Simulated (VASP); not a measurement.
# Si2Mo: which input changes matter

Which changes to a sound input spoil a run on Si2Mo, which are harmless, and which give a warning? All runs use PBE. The start is a cell from a database of measured crystal structures.

Calculated with VASP 6.6.1; PBE; plane waves and PAW (Si, Mo_sv).

The database entry behind the starting cell is an old determination (1927), so it need not match the best structure at ambient conditions.

**1. Set-up**

Symmetry: I4/mmm, No. 139, tetragonal system. Conventional cell: a = 3.200 Å, b = 3.200 Å, c = 7.861 Å, α = 90.00°, β = 90.00°, γ = 90.00°. Nearest to Si lie 5 Si at 2.61 to 2.63 Å and 5 Mo at 2.62 Å. Nearest to Mo lie 10 Si at 2.62 Å. Farther neighbours are not listed.

**2. Reference run**

A single point writes out density, ELF and potential. PBE, the usual starting point, adds the gradient of the density.

Contents of INCAR:

```
SYSTEM = Si2Mo
PREC = Accurate
ENCUT = 400
EDIFF = 1E-06
NELM = 100
ISMEAR = -1
SIGMA = 0.05
LREAL = .FALSE.
ALGO = Normal
GGA = PE
NBANDS = 17
LASPH = .TRUE.
LORBIT = 11
LWAVE = .FALSE.
LCHARG = .TRUE.
ISIF = 2
LELF = .TRUE.
LVHAR = .TRUE.
```

Contents of POSCAR:

```
Si2Mo
1.0
   -3.2000000000      0.0000000000      0.0000000000
    0.0000000000      3.2000000000      0.0000000000
    1.6000000000     -1.6000000000     -3.9305000000
Si Mo
2 1
Direct
    0.6670000000      0.6670000000      0.3340000000
    0.3330000000      0.3330000000      0.6660000000
    0.0000000000      0.0000000000      0.0000000000
```

Contents of KPOINTS:

```
Automatic mesh
0
Gamma
8 8 8
0 0 0
```

The projector-augmented-wave data sets are Si and Mo_sv (PBE family, release 64).

Command:

```bash
$ mpirun -np 4 vasp_std
```

What it wrote:

```text
[banner, memory and clock lines left out]
running    4 mpi-ranks, on    1 nodes
 distrk:  each k-point on    4 cores,    1 groups
 distr:  one band on    1 cores,    4 groups

 POSCAR found type information on POSCAR SiMo
 POSCAR found :  2 types and       3 ions
 LDA part: xc-table for (Slater+PW92), standard interpolation
|                                                                             |
|           W    W    AA    RRRRR   N    N  II  N    N   GGGG   !!!           |
|           W    W   A  A   R    R  NN   N  II  NN   N  G    G  !!!           |
|           W    W  A    A  R    R  N N  N  II  N N  N  G       !!!           |
|           W WW W  AAAAAA  RRRRR   N  N N  II  N  N N  G  GGG   !            |
|           WW  WW  A    A  R   R   N   NN  II  N   NN  G    G                |
|           W    W  A    A  R    R  N    N  II  N    N   GGGG   !!!           |
|                                                                             |
|     The number of bands has been changed from the values supplied in        |
|     The orbitals not found in the WAVECAR file will be initialized with     |
|     random numbers, which is usually adequate. For correlated               |
|     calculations, however, you should redo the groundstate calculation.     |
|     I found NBANDS = 17. Now, NBANDS = 20.                                  |
|                                                                             |

 POSCAR, INCAR and KPOINTS ok, starting setup
 FFT: planning ... GRIDC
 FFT: planning ... GRID_SOFT
 FFT: planning ... GRID
 WAVECAR not read
 entering main loop
       N       E                     dE             d eps       ncg     rms          rms(c)
DAV:   1     0.101204458949E+03    0.10120E+03   -0.96912E+03  2384   0.857E+02
DAV:   2    -0.216006689553E+02   -0.12281E+03   -0.11984E+03  2780   0.247E+02
DAV:   3    -0.241499237001E+02   -0.25493E+01   -0.25267E+01  2896   0.321E+01
DAV:   4    -0.241618700576E+02   -0.11946E-01   -0.11941E-01  2700   0.258E+00
DAV:   5    -0.241619556475E+02   -0.85590E-04   -0.85588E-04  2844   0.212E-01    0.213E+01
DAV:   6    -0.234184391011E+02    0.74352E+00   -0.51533E+00  2572   0.141E+01    0.467E+00
DAV:   7    -0.232873238895E+02    0.13112E+00   -0.78910E-01  2508   0.502E+00    0.442E+00
DAV:   8    -0.232533460727E+02    0.33978E-01   -0.85378E-02  2712   0.201E+00    0.441E-01
DAV:   9    -0.232526368063E+02    0.70927E-03   -0.17080E-03  2716   0.299E-01    0.254E-01
DAV:  10    -0.232525864781E+02    0.50328E-04   -0.41476E-04  2728   0.161E-01    0.497E-02
DAV:  11    -0.232525743736E+02    0.12105E-04   -0.12622E-04  2664   0.793E-02    0.393E-02
DAV:  12    -0.232525732619E+02    0.11116E-05   -0.15522E-05  2704   0.269E-02    0.886E-03
DAV:  13    -0.232525726320E+02    0.62994E-06   -0.11569E-06  1552   0.843E-03
   1 F= -.23252573E+02 E0= -.23251738E+02  d E =-.167006E-02
```

Wall time 11 s (4 MPI ranks of Intel Xeon Platinum 8259CL at 2.50GHz (Skylake/Cascade Lake), shared host); peak memory 0.45 GiB.

Lines that name or quote the potential files are left out of all logs, and their timing lines are given in words.

Parts of OUTCAR (step 2):

```text
ion  position               nearest neighbor table
   1  0.667  0.667  0.334-   2 2.61   2 2.61   2 2.61   2 2.61   3 2.62   3 2.62   3 2.62   3 2.62
                             3 2.62   2 2.63
   2  0.333  0.333  0.666-   1 2.61   1 2.61   1 2.61   1 2.61   3 2.62   3 2.62   3 2.62   3 2.62
                             3 2.62   1 2.63
   3  0.000  0.000  0.000-   1 2.62   1 2.62   1 2.62   1 2.62   2 2.62   2 2.62   2 2.62   2 2.62
                             1 2.62   2 2.62

  LATTYP: Found a body centered tetragonal cell.
 ALAT       =     3.2000000000
 C/A-ratio  =     2.4565625000

 Subroutine GETGRP returns: Found 16 space group operations
 (whereof 16 operations were pure point group operations)

The static configuration has the point symmetry D_4h.

 Found     59 irreducible k-points:

   k-points           NKPTS =     59   k-points in BZ     NKDIM =     59   number of bands    NBANDS=     20

   dimension x,y,z NGX =    24 NGY =   24 NGZ =   30
   dimension x,y,z NGXF=    48 NGYF=   48 NGZF=   60

   ENCUT  =  400.0 eV  29.40 Ry    5.42 a.u.   5.22  5.22  7.40*2*pi/ulx,y,z

   NELECT =      22.0000    total number of electrons

 k-points in reciprocal lattice and weights: Automatic mesh
   0.00000000  0.00000000  0.00000000       0.002
   0.12500000  0.00000000  0.00000000       0.016
   0.25000000  0.00000000  0.00000000       0.016
   0.37500000  0.00000000  0.00000000       0.016
   0.50000000  0.00000000  0.00000000       0.008
   0.12500000  0.12500000  0.00000000       0.016
   0.25000000  0.12500000  0.00000000       0.031
   0.37500000  0.12500000  0.00000000       0.031
   0.50000000  0.12500000  0.00000000       0.031
[...]
0.12500000  0.12500000  0.37500000       0.008
   0.00000000  0.00000000  0.50000000       0.002

 average (electrostatic) potential at core
       1 -77.4827       2 -77.4827       3 -69.1511

 E-fermi :  12.1946

 k-point     1 :       0.0000    0.0000    0.0000
  band No.  band energies     occupation
    ...
      6       5.9316      2.00000
      7       8.8037      2.00000
      8       9.2579      2.00000
      9       9.6111      2.00000
     10       9.6111      2.00000
     11      12.6892      0.00010
     12      15.3403      0.00000
     13      15.3788      0.00000
     14      15.9088      0.00000
     15      15.9088      0.00000
    ...

 k-point     2 :       0.1250    0.0000    0.0000
  band No.  band energies     occupation
    ...
      7       8.0274      2.00000
      8       9.2590      2.00000
      9       9.7981      2.00000
     10       9.9411      2.00000
     11      11.9819      1.97197
     12      14.5072      0.00000
     13      14.9136      0.00000
     14      15.9883      0.00000
     15      16.4516      0.00000
     16      16.8832      0.00000
    ...

 k-point     3 :       0.2500    0.0000    0.0000
  band No.  band energies     occupation
    ...
      7       7.2308      2.00000
      8       8.9160      2.00000
      9      10.0664      2.00000
     10      10.2302      2.00000
     11      11.0429      2.00000
     12      13.8356      0.00000
     13      14.4770      0.00000
     14      16.3607      0.00000
     15      16.6050      0.00000
     16      17.6578      0.00000
    ...

  Total        0.6317165      0.6317165      0.2474384      0.0000000      0.0000000     -0.0000000
  in kB       25.1469340     25.1469340      9.8498576      0.0000000      0.0000000     -0.0000000
  external PRESSURE =      20.0479085 kB  Pullay stress =       0.0000000 kB

  energy-cutoff  :      400.00
  volume of cell :       40.25
      direct lattice vectors                 reciprocal lattice vectors
    -3.200000000  0.000000000  0.000000000    -0.312500000  0.000000000 -0.127210279
     0.000000000  3.200000000  0.000000000     0.000000000  0.312500000 -0.127210279
     1.600000000 -1.600000000 -3.930500000     0.000000000  0.000000000 -0.254420557

 POSITION                                       TOTAL-FORCE (eV/Angst)
 -----------------------------------------------------------------------------------
     -1.60000      1.60000     -1.31279        -0.000000      0.000000      0.309380
      0.00000      0.00000     -2.61771         0.000000     -0.000000     -0.309380
      0.00000      0.00000      0.00000         0.000000      0.000000     -0.000000
 -----------------------------------------------------------------------------------
    total drift:                                0.000000     -0.000000     -0.000000

  FREE ENERGIE OF THE ION-ELECTRON SYSTEM (eV)
  ---------------------------------------------------
  free  energy   TOTEN  =       -23.2525726320 eV

  energy  without entropy=      -23.2509025708  energy(sigma->0) =      -23.25173760

 total charge
# of ion       s       p       d       tot
------------------------------------------
    1        0.741   0.877   0.000   1.618
    2        0.741   0.877   0.000   1.618
    3        2.284   6.207   4.176  12.667
--------------------------------------------------
tot          3.765   7.962   4.176  15.904

[... 3 further parts left out ...]
```

At this level the cell is under a pressure of 2.0 GPa, so at these settings it is away from equilibrium.

This step gave:

```yaml
scf_cycles: 13
electrons: 22
bands: 20
irreducible_k_points: 59
symmetry_operations: 16
free_energy_toten: -23.25 eV
energy_at_zero_smearing: -23.25 eV
fermi_energy: 12.19 eV
pressure: 2.005 GPa
metallic: yes
```

Force by atom:

```
atom  x (eV/Å)  y (eV/Å)  z (eV/Å)   size
 Si1     0.000     0.000     0.309  0.309
 Si2     0.000     0.000    -0.309  0.309
 Mo3     0.000     0.000     0.000  0.000
```

ELF in the ac plane of the conventional cell at fractional y = 0.000, with atoms of Si and Mo within 0.2 Å of it. It is the smooth field of the valence electrons, not physical close to the nuclei.

Values, 24 rows by 14 columns, each cell a mean:
```
0.54 0.64 0.69 0.53 0.27 0.18 0.27 0.32 0.24 0.18 0.34 0.60 0.70 0.61
0.68 0.66 0.56 0.37 0.23 0.24 0.32 0.36 0.30 0.22 0.25 0.43 0.62 0.68
0.35 0.33 0.28 0.24 0.25 0.30 0.35 0.37 0.34 0.28 0.24 0.24 0.29 0.33
0.33 0.33 0.34 0.34 0.34 0.32 0.30 0.30 0.31 0.33 0.35 0.35 0.34 0.33
0.68 0.66 0.61 0.51 0.39 0.27 0.20 0.18 0.22 0.31 0.44 0.55 0.63 0.67
0.73 0.72 0.68 0.59 0.43 0.25 0.15 0.12 0.17 0.31 0.48 0.62 0.70 0.73
0.40 0.43 0.50 0.52 0.45 0.29 0.18 0.15 0.20 0.34 0.47 0.51 0.47 0.42
0.10 0.17 0.34 0.50 0.52 0.41 0.29 0.24 0.31 0.45 0.53 0.46 0.27 0.14
0.13 0.23 0.45 0.61 0.63 0.52 0.41 0.36 0.43 0.57 0.64 0.58 0.38 0.20
0.37 0.45 0.60 0.67 0.64 0.53 0.43 0.39 0.45 0.57 0.66 0.66 0.56 0.42
0.50 0.54 0.58 0.58 0.53 0.45 0.38 0.36 0.40 0.48 0.55 0.58 0.57 0.53
0.46 0.47 0.48 0.46 0.43 0.38 0.34 0.33 0.35 0.39 0.44 0.47 0.48 0.47
0.50 0.51 0.52 0.51 0.46 0.40 0.35 0.33 0.36 0.42 0.48 0.51 0.52 0.50
0.46 0.52 0.61 0.64 0.60 0.50 0.41 0.38 0.43 0.53 0.62 0.64 0.58 0.50
0.23 0.34 0.54 0.66 0.65 0.54 0.43 0.39 0.45 0.59 0.67 0.63 0.47 0.30
0.09 0.17 0.38 0.55 0.58 0.47 0.35 0.31 0.38 0.52 0.59 0.51 0.31 0.15
0.20 0.25 0.38 0.48 0.47 0.34 0.23 0.19 0.25 0.39 0.49 0.47 0.34 0.23
0.60 0.61 0.61 0.56 0.43 0.26 0.16 0.13 0.17 0.32 0.48 0.59 0.62 0.61
0.75 0.74 0.68 0.57 0.42 0.26 0.17 0.15 0.19 0.30 0.46 0.61 0.71 0.75
0.51 0.51 0.49 0.44 0.37 0.30 0.25 0.24 0.26 0.32 0.39 0.45 0.49 0.51
0.25 0.25 0.25 0.26 0.29 0.32 0.34 0.34 0.33 0.31 0.28 0.26 0.25 0.25
0.54 0.51 0.40 0.27 0.22 0.28 0.35 0.38 0.33 0.25 0.24 0.32 0.45 0.52
0.67 0.71 0.67 0.47 0.25 0.20 0.29 0.34 0.27 0.20 0.29 0.54 0.70 0.69
0.36 0.54 0.68 0.56 0.28 0.17 0.25 0.31 0.22 0.18 0.36 0.62 0.66 0.49
```
Columns run along a (3.2 Å), rows up along c (7.9 Å), edges of the conventional cell, whose origin can differ from the input's. Atoms in or near the plane, at fractional coordinates: Si at (0.00, 0.33), Si at (0.00, 0.67), Mo at (0.00, 0.00).

Valence density in the ac plane of the conventional cell at fractional y = 0.000, with atoms of Si and Mo within 0.2 Å of it. It is the smooth field of the valence electrons, not physical close to the nuclei.

Values in e/Å³, 24 rows by 14 columns, each cell a mean:
```
 7.0  6.4  4.2  1.9  0.7  0.3  0.2  0.2  0.3  0.4  0.9  2.5  5.1  6.6
 3.9  3.4  2.1  1.0  0.5  0.3  0.2  0.2  0.2  0.3  0.6  1.2  2.5  3.6
 1.0  0.9  0.6  0.4  0.3  0.2  0.2  0.2  0.2  0.3  0.3  0.5  0.7  1.0
 0.4  0.4  0.3  0.3  0.3  0.2  0.2  0.2  0.2  0.2  0.3  0.3  0.4  0.4
 0.4  0.4  0.4  0.3  0.2  0.2  0.2  0.2  0.2  0.2  0.3  0.3  0.4  0.4
 0.5  0.5  0.4  0.3  0.3  0.2  0.2  0.2  0.2  0.2  0.3  0.4  0.4  0.5
 0.2  0.3  0.4  0.4  0.3  0.2  0.2  0.2  0.2  0.2  0.3  0.4  0.3  0.3
-0.1  0.0  0.3  0.4  0.3  0.3  0.2  0.2  0.2  0.3  0.3  0.3  0.2  0.0
 0.0  0.1  0.3  0.4  0.4  0.3  0.2  0.2  0.2  0.3  0.4  0.4  0.3  0.1
 0.3  0.4  0.4  0.4  0.3  0.3  0.2  0.2  0.2  0.3  0.4  0.4  0.4  0.3
 0.4  0.4  0.4  0.3  0.3  0.3  0.2  0.2  0.2  0.3  0.3  0.3  0.4  0.4
 0.3  0.3  0.3  0.3  0.3  0.2  0.2  0.2  0.2  0.3  0.3  0.3  0.3  0.3
 0.3  0.3  0.3  0.3  0.3  0.3  0.2  0.2  0.2  0.3  0.3  0.3  0.3  0.3
 0.4  0.4  0.4  0.4  0.3  0.3  0.2  0.2  0.2  0.3  0.3  0.4  0.4  0.4
 0.2  0.3  0.4  0.4  0.4  0.3  0.2  0.2  0.2  0.3  0.4  0.4  0.4  0.2
-0.1  0.0  0.3  0.4  0.3  0.3  0.2  0.2  0.2  0.3  0.4  0.4  0.2  0.0
 0.0  0.1  0.3  0.4  0.3  0.2  0.2  0.2  0.2  0.3  0.3  0.4  0.2  0.1
 0.4  0.4  0.4  0.4  0.3  0.2  0.2  0.2  0.2  0.2  0.3  0.4  0.4  0.4
 0.5  0.4  0.4  0.3  0.3  0.2  0.2  0.2  0.2  0.2  0.3  0.3  0.4  0.4
 0.4  0.4  0.3  0.3  0.2  0.2  0.2  0.2  0.2  0.2  0.3  0.3  0.4  0.4
 0.6  0.5  0.4  0.3  0.3  0.2  0.2  0.2  0.2  0.2  0.3  0.4  0.5  0.5
 2.2  1.8  1.1  0.6  0.4  0.3  0.2  0.2  0.2  0.3  0.4  0.7  1.4  2.0
 5.8  5.1  3.2  1.5  0.6  0.3  0.2  0.2  0.3  0.4  0.7  1.9  3.9  5.4
 7.4  6.9  4.8  2.2  0.8  0.3  0.2  0.2  0.3  0.4  1.1  2.9  5.7  7.1
```
Columns run along a (3.2 Å), rows up along c (7.9 Å), edges of the conventional cell, whose origin can differ from the input's. Atoms in or near the plane, at fractional coordinates: Si at (0.00, 0.33), Si at (0.00, 0.67), Mo at (0.00, 0.00).

Electrostatic potential energy in the ac plane of the conventional cell at fractional y = 0.000, with atoms of Si and Mo within 0.2 Å of it. With pseudopotentials it is smooth inside the atoms' cores, unlike the true potential.

Values in eV, 24 rows by 14 columns, each cell a mean:
```
-67 -64 -54 -39 -19  -4   0   0  -1  -8 -25 -44 -58 -65
-53 -49 -39 -24  -9  -1   0   1   0  -3 -13 -29 -43 -50
-26 -23 -14  -6  -2   0   1   1   1   0  -2  -8 -18 -24
 -5  -4  -2  -1   0   1   1   1   1   1   0  -1  -3  -4
 -6  -5  -3  -1   0   1   1   1   1   1   0  -2  -4  -5
-28 -23 -13  -6  -3   0   1   1   1  -1  -3  -8 -16 -25
-78 -68 -43 -18  -6  -2   0   1   0  -3  -8 -24 -52 -72
-88 -88 -65 -30  -9  -2   0   1   0  -4 -13 -40 -76 -88
-88 -83 -56 -25  -8  -2   1   1   0  -3 -11 -33 -68 -86
-53 -44 -25 -10  -4  -1   1   1   1  -1  -5 -13 -32 -47
-12 -10  -6  -3  -1   0   1   1   1   0  -2  -4  -7 -10
 -4  -3  -2   0   0   1   0   0   1   1   0  -1  -2  -3
 -6  -5  -3  -1   0   1   1   0   1   0   0  -2  -4  -5
-28 -22 -12  -6  -2   0   1   1   1  -1  -3  -7 -16 -24
-77 -68 -42 -17  -6  -1   1   1   1  -3  -8 -23 -51 -72
-88 -88 -65 -30  -9  -2   0   1   0  -4 -13 -39 -76 -88
-88 -84 -57 -25  -8  -2   0   1   0  -4 -11 -34 -68 -86
-53 -45 -26 -11  -4  -1   1   1   0  -2  -6 -14 -32 -48
-12 -10  -6  -3  -1   0   1   1   1   0  -2  -4  -7 -10
 -4  -3  -2  -1   0   1   1   1   1   1   0  -1  -2  -4
-12 -10  -5  -2   0   1   1   1   1   0  -1  -3  -7 -11
-41 -37 -27 -14  -4  -1   1   1   0  -1  -6 -18 -31 -38
-61 -58 -48 -33 -15  -3   0   1  -1  -5 -20 -38 -52 -59
-70 -66 -57 -42 -22  -5  -1   0  -1  -9 -28 -47 -61 -68
```
Columns run along a (3.2 Å; values clipped at the 3rd and 97th percentile), rows up along c (7.9 Å), edges of the conventional cell, whose origin can differ from the input's. Atoms in or near the plane, at fractional coordinates: Si at (0.00, 0.33), Si at (0.00, 0.67), Mo at (0.00, 0.00).

The pressure is 2.00 GPa and the largest force 0.309 eV/Å, so the cell is not at a minimum at these settings.

**3. Total energy, forces and stress (PBE), changed input**

A single point gives energy, forces and stress at these settings. Some settings are moved from the usual, to see what they do.

Contents of INCAR:

```
SYSTEM = Si2Mo
PREC = Accurate
ENCUT = 400
EDIFF = 1E-06
NELM = 100
ISMEAR = 1
SIGMA = 0.1
LREAL = .FALSE.
ALGO = Normal
GGA = PE
NBANDS = 17
LASPH = .TRUE.
LORBIT = 11
LWAVE = .FALSE.
LCHARG = .FALSE.
KPAR = 4
ISIF = 2
```

POSCAR is that of step 2.

KPOINTS is that of step 2.

Command:

```bash
$ mpirun -np 4 vasp_std
```

What it wrote:

```text
[banner, memory and clock lines left out]
running    4 mpi-ranks, on    1 nodes
 distrk:  each k-point on    1 cores,    4 groups
 distr:  one band on    1 cores,    1 groups

 POSCAR found type information on POSCAR SiMo
 POSCAR found :  2 types and       3 ions
 LDA part: xc-table for (Slater+PW92), standard interpolation
 POSCAR, INCAR and KPOINTS ok, starting setup
 FFT: planning ... GRIDC
 FFT: planning ... GRID_SOFT
 FFT: planning ... GRID
 WAVECAR not read
 entering main loop
       N       E                     dE             d eps       ncg     rms          rms(c)
DAV:   1     0.947588271117E+02    0.94759E+02   -0.98093E+03  2038   0.101E+03
DAV:   2    -0.221122153921E+02   -0.11687E+03   -0.11465E+03  2543   0.271E+02
DAV:   3    -0.241489454187E+02   -0.20367E+01   -0.20257E+01  2467   0.329E+01
DAV:   4    -0.241589041774E+02   -0.99588E-02   -0.99424E-02  2553   0.262E+00
DAV:   5    -0.241589692497E+02   -0.65072E-04   -0.65068E-04  2555   0.199E-01    0.213E+01
DAV:   6    -0.234149583463E+02    0.74401E+00   -0.65279E+00  2146   0.165E+01    0.466E+00
DAV:   7    -0.232853177557E+02    0.12964E+00   -0.95989E-01  2137   0.593E+00    0.440E+00
DAV:   8    -0.232525094027E+02    0.32808E-01   -0.95700E-02  2229   0.235E+00    0.435E-01
DAV:   9    -0.232518752049E+02    0.63420E-03   -0.20036E-03  2458   0.350E-01    0.243E-01
DAV:  10    -0.232518200482E+02    0.55157E-04   -0.55489E-04  2311   0.200E-01    0.510E-02
DAV:  11    -0.232518093370E+02    0.10711E-04   -0.15737E-04  2207   0.939E-02    0.357E-02
DAV:  12    -0.232518074602E+02    0.18768E-05   -0.18058E-05  2186   0.302E-02    0.661E-03
DAV:  13    -0.232518069266E+02    0.53355E-06   -0.53534E-07  1107   0.674E-03
   1 F= -.23251807E+02 E0= -.23251819E+02  d E =0.367943E-04
```

Elapsed: 12 s, on 4 MPI ranks; peak memory 0.59 GiB; 46 s of CPU time.

Parts of OUTCAR (step 3):

```text
The static configuration has the point symmetry D_4h.

 Found     59 irreducible k-points:

   k-points           NKPTS =     59   k-points in BZ     NKDIM =     59   number of bands    NBANDS=     17

   NELECT =      22.0000    total number of electrons

 E-fermi :  12.1912

 k-point     1 :       0.0000    0.0000    0.0000
  band No.  band energies     occupation
    ...
      6       5.9321      2.00000
      7       8.8036      2.00000
      8       9.2599      2.00000
      9       9.6110      2.00000
     10       9.6110      2.00000
     11      12.6917     -0.00000
     12      15.3387      0.00000
     13      15.3779      0.00000
     14      15.9094      0.00000
     15      15.9094      0.00000
    ...

 k-point     2 :       0.1250    0.0000    0.0000
  band No.  band energies     occupation
    ...
      7       8.0274      2.00000
      8       9.2607      2.00000
      9       9.7981      2.00000
     10       9.9409      2.00000
     11      11.9841      2.01261
     12      14.5068      0.00000
     13      14.9142      0.00000
     14      15.9878      0.00000
     15      16.4522      0.00000
     16      16.8833      0.00000
    ...

  Total        0.6348404      0.6348404      0.2303894      0.0000000     -0.0000000      0.0000000
  in kB       25.2712894     25.2712894      9.1711828      0.0000000     -0.0000000      0.0000000
  external PRESSURE =      19.9045872 kB  Pullay stress =       0.0000000 kB

 POSITION                                       TOTAL-FORCE (eV/Angst)
 -----------------------------------------------------------------------------------
     -1.60000      1.60000     -1.31279         0.000000     -0.000000      0.318819
      0.00000      0.00000     -2.61771        -0.000000      0.000000     -0.318819
      0.00000      0.00000      0.00000        -0.000000      0.000000      0.000000
 -----------------------------------------------------------------------------------
    total drift:                                0.000000     -0.000000     -0.000000

  FREE ENERGIE OF THE ION-ELECTRON SYSTEM (eV)
  ---------------------------------------------------
  free  energy   TOTEN  =       -23.2518069266 eV

  energy  without entropy=      -23.2518437209  energy(sigma->0) =      -23.25181919

 total charge
# of ion       s       p       d       tot
------------------------------------------
    1        0.741   0.877   0.000   1.618
    2        0.741   0.877   0.000   1.618
    3        2.284   6.207   4.177  12.668
--------------------------------------------------
tot          3.765   7.962   4.177  15.904

[... 7 parts as in an earlier step ...]

[... 5 further parts left out ...]
```

Numbers from this step:

```yaml
bands: 17
pressure: 1.990 GPa
```

Force by atom:

| atom | x (eV/Å) | y (eV/Å) | z (eV/Å) | size |
| --- | --- | --- | --- | --- |
| Si1 | 0.000 | 0.000 | 0.319 | 0.319 |
| Si2 | 0.000 | 0.000 | -0.319 | 0.319 |
| Mo3 | 0.000 | 0.000 | 0.000 | 0.000 |

Against the reference run the energy at zero smearing moves by -0.03 meV an atom and the pressure by -0.01 GPa.

(Part 1 of 3 ends here.)

[Lines on the potential files, build, host, timing and source positions are cut from VASP's logs without a mark.]

[Logs are printed without paths, hosts, clocks, repeated set-up lines and the standing remarks that a program may print on its own settings, such as how far it seeks lower states.]

[Hosts, paths, dates, database ids (printed as entryN), source tags and the programs' standing remarks are cut or masked in the printed files.]

[A measured line is paired with the nearest computed mode of its activity, which favours agreement.]
